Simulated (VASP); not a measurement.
Output of a VASP run:

### OSZICAR
```
       N       E                     dE             d eps       ncg     rms          rms(c)
DAV:   1     0.680282373554E+02    0.68028E+02   -0.78257E+03   528   0.150E+03
DAV:   2    -0.318567134350E+01   -0.71214E+02   -0.69000E+02   565   0.269E+02
DAV:   3    -0.815529502917E+01   -0.49696E+01   -0.48593E+01   660   0.662E+01
DAV:   4    -0.823898672972E+01   -0.83692E-01   -0.83668E-01   568   0.982E+00
DAV:   5    -0.824144484523E+01   -0.24581E-02   -0.24581E-02   694   0.144E+00    0.317E+00
DAV:   6    -0.816503810827E+01    0.76407E-01   -0.10002E-01   690   0.611E+00    0.189E+00
DAV:   7    -0.813788689411E+01    0.27151E-01   -0.52993E-02   638   0.231E+00    0.373E-01
DAV:   8    -0.813791803375E+01   -0.31140E-04   -0.53883E-03   687   0.107E+00    0.993E-02
DAV:   9    -0.813820319354E+01   -0.28516E-03   -0.49031E-04   580   0.201E-01    0.369E-02
DAV:  10    -0.813820039916E+01    0.27944E-05   -0.22132E-05   641   0.451E-02    0.866E-03
DAV:  11    -0.813821188115E+01   -0.11482E-04   -0.13920E-05   565   0.282E-02    0.427E-03
DAV:  12    -0.813821211449E+01   -0.23334E-06   -0.46142E-07   425   0.699E-03
   1 F= -.81382121E+01 E0= -.81381091E+01  d E =-.813821E+01
       N       E                     dE             d eps       ncg     rms          rms(c)
DAV:   1    -0.814274414054E+01   -0.45323E-02   -0.59805E-02   680   0.450E+00    0.375E-01
DAV:   2    -0.813932304320E+01    0.34211E-02   -0.67742E-03   650   0.166E+00    0.172E-01
DAV:   3    -0.813847880725E+01    0.84424E-03   -0.10444E-03   680   0.568E-01    0.389E-02
DAV:   4    -0.813838589321E+01    0.92914E-04   -0.10531E-04   618   0.156E-01    0.126E-02
DAV:   5    -0.813837820266E+01    0.76905E-05   -0.65557E-06   630   0.335E-02    0.365E-03
DAV:   6    -0.813837786962E+01    0.33304E-06   -0.10191E-06   265   0.191E-02
   2 F= -.81383779E+01 E0= -.81382490E+01  d E =-.165755E-03
       N       E                     dE             d eps       ncg     rms          rms(c)
DAV:   1    -0.813852090584E+01   -0.14270E-03   -0.18750E-03   680   0.789E-01    0.673E-02
DAV:   2    -0.813841140871E+01    0.10950E-03   -0.21856E-04   650   0.302E-01    0.307E-02
DAV:   3    -0.813838531150E+01    0.26097E-04   -0.32281E-05   680   0.991E-02    0.707E-03
DAV:   4    -0.813838271374E+01    0.25978E-05   -0.32028E-06   502   0.269E-02    0.222E-03
DAV:   5    -0.813838258596E+01    0.12777E-06   -0.19508E-07   260   0.626E-03
   3 F= -.81383826E+01 E0= -.81382563E+01  d E =-.170471E-03
```

**OUTCAR**
```
------------------------ aborting loop because EDIFF is reached ----------------------------------------
  FORCE on cell =-STRESS in cart. coord.  units (eV):
  Direction    XX          YY          ZZ          XY          YZ          ZX
  --------------------------------------------------------------------------------------
  Total        0.0135852      0.0135852      0.0135852     -0.0000000     -0.0000000     -0.0000000
  in kB        0.3819077      0.3819077      0.3819077     -0.0000000     -0.0000000     -0.0000000
  external PRESSURE =       0.3819077 kB  Pullay stress =       0.0000000 kB
  volume of cell :       56.99
      direct lattice vectors                 reciprocal lattice vectors
     0.000000000  3.054422644  3.054422644    -0.163697058  0.163697058  0.163697058
     3.054422644  0.000000000  3.054422644     0.163697058 -0.163697058  0.163697058
     3.054422644  3.054422644  0.000000000     0.163697058  0.163697058 -0.163697058
  FREE ENERGIE OF THE ION-ELECTRON SYSTEM (eV)
  ---------------------------------------------------
  free  energy   TOTEN  =        -8.1383825860 eV

  energy  without entropy=       -8.1381299303  energy(sigma->0) =       -8.13825626

 reached required accuracy - stopping structural energy minimisation
```
(Selected blocks of OUTCAR.)

### POSCAR
```
GaSb
1
    0.0000000000     3.0500000000     3.0500000000
    3.0500000000     0.0000000000     3.0500000000
    3.0500000000     3.0500000000     0.0000000000
Ga Sb
1 1
Direct
  0.0000000000   0.0000000000   0.0000000000
  0.2500000000   0.2500000000   0.2500000000
```

### Question
Reconstruct the remaining input files.

### Answer
This is not unique; one that fits is the input of the run itself, PBEsol GGA, plane waves, VASP's PBE PAW potentials (set 64).

**INCAR**
```
# general
SYSTEM  = GaSb
PREC    = Accurate
ENCUT   = 400
LREAL   = .FALSE.
LASPH   = .TRUE.

# electronic loop
EDIFF   = 1E-6
NELM    = 100   # most electronic steps
ALGO    = Normal   # blocked Davidson
LMAXMIX = 4   # l cut-off of mixed one-centre charges

# smearing
ISMEAR  = 0
SIGMA   = 0.05   # width (eV)

# functional
GGA     = PS

# ions
IBRION  = 2
NSW     = 60
ISIF    = 3
EDIFFG  = -0.01   # ionic stop

# output
LWAVE   = .FALSE.
LCHARG  = .FALSE.
```

### KPOINTS
```
Automatic mesh
0
Gamma
7 7 7
0 0 0
```

POTCAR, in this order: Ga_d Sb (PBE.64 set). Program: vasp_std.

The compound is GaSb in the zinc blende structure. This run relaxes it. Symmetry was kept, so distortions that lower it aren't found.
